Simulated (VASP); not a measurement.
Method: PBE GGA, VASP's PBE PAW potentials (set 64) (plane waves; VASP).

VASP ran on this input.

**KPOINTS**
```
Automatic mesh
0
Gamma
11 12 12
0 0 0
```

### POSCAR
```
CoAl
1.0
  2.9372940000   0.0000000000   0.0000000000
  0.0000000000   2.7937010000   0.0000000000
  0.0000000000   0.0000000000   2.8296490000
Al Co
1 1
Direct
  0.5000000000   0.5000000000   0.5000000000
  0.0326610000   0.0000000000   0.0000000000
```

**INCAR**
```
# general
SYSTEM   =  CoAl
PREC     =  Accurate
ENCUT    =  400
LREAL    =  .False.
LASPH    =  .True.
NBANDS   =  14

# electronic loop
EDIFF    =  1E-6
NELM     =  100
ALGO     =  Normal
LMAXMIX  =  4

# smearing
ISMEAR   =  1
SIGMA    =  0.1

# functional
GGA      =  PE

# ions
ISIF     =  2

# output
LWAVE    =  .False.
LCHARG   =  .False.
```

POTCAR, in this order: Al Co (PBE.64 set). Program: vasp_std.

What VASP printed:

OSZICAR:
```
       N       E                     dE             d eps       ncg     rms          rms(c)
DAV:   1     0.309436964894E+02    0.30944E+02   -0.43023E+03  8422   0.731E+02
DAV:   2    -0.122586788209E+02   -0.43202E+02   -0.38887E+02  8982   0.148E+02
DAV:   3    -0.135762925659E+02   -0.13176E+01   -0.13108E+01 10412   0.296E+01
DAV:   4    -0.135961636093E+02   -0.19871E-01   -0.19867E-01 10046   0.332E+00
DAV:   5    -0.135968079189E+02   -0.64431E-03   -0.64430E-03 10704   0.620E-01    0.125E+01
DAV:   6    -0.163816848996E+02   -0.27849E+01   -0.57745E+01  9702   0.901E+01    0.176E+01
DAV:   7    -0.119683655244E+02    0.44133E+01   -0.27928E+01  9882   0.578E+01    0.180E+00
DAV:   8    -0.119547162433E+02    0.13649E-01   -0.13940E-01  9678   0.239E+00    0.115E+00
DAV:   9    -0.119412755050E+02    0.13441E-01   -0.32312E-02 10672   0.197E+00    0.273E-01
DAV:  10    -0.119410151004E+02    0.26040E-03   -0.96399E-04 12228   0.341E-01    0.128E-01
DAV:  11    -0.119409987475E+02    0.16353E-04   -0.34645E-05 10406   0.401E-02    0.231E-02
DAV:  12    -0.119409970903E+02    0.16571E-05   -0.54140E-06 10310   0.243E-02    0.841E-03
DAV:  13    -0.119409969712E+02    0.11910E-06   -0.34934E-07  5562   0.484E-03
   1 F= -.11940997E+02 E0= -.11940753E+02  d E =-.731106E-03
```

File OUTCAR:
```
------------------------ aborting loop because EDIFF is reached ----------------------------------------
  FORCE on cell =-STRESS in cart. coord.  units (eV):
  Direction    XX          YY          ZZ          XY          YZ          ZX
  --------------------------------------------------------------------------------------
  Total       -0.5197385      0.5707818      0.1449794      0.0000000      0.0000000      0.0000000
  in kB      -35.8620865     39.3840881     10.0036179      0.0000000      0.0000000      0.0000000
  external PRESSURE =       4.5085398 kB  Pullay stress =       0.0000000 kB
  volume of cell :       23.22
      direct lattice vectors                 reciprocal lattice vectors
     2.937294000  0.000000000  0.000000000     0.340449407  0.000000000  0.000000000
     0.000000000  2.793701000  0.000000000     0.000000000  0.357948113  0.000000000
     0.000000000  0.000000000  2.829649000     0.000000000  0.000000000  0.353400722
 POSITION                                       TOTAL-FORCE (eV/Angst)
 -----------------------------------------------------------------------------------
      1.46865      1.39685      1.41482         0.701476      0.000000      0.000000
      0.09593      0.00000      0.00000        -0.701476      0.000000      0.000000
 -----------------------------------------------------------------------------------
    total drift:                               -0.000138      0.000000      0.000006
  FREE ENERGIE OF THE ION-ELECTRON SYSTEM (eV)
  ---------------------------------------------------
  free  energy   TOTEN  =       -11.9409969712 eV

  energy  without entropy=      -11.9402658651  energy(sigma->0) =      -11.94075327
```
(Selected blocks of OUTCAR.)

The compound is CoAl in the CsCl type structure. The cell was not relaxed at this level, atoms are displaced from their ideal sites. The run is one of a series of settings (NBANDS = 14 against the base run), some of them coarse on purpose. The run is not spin-polarised, so no magnetic state was tried.
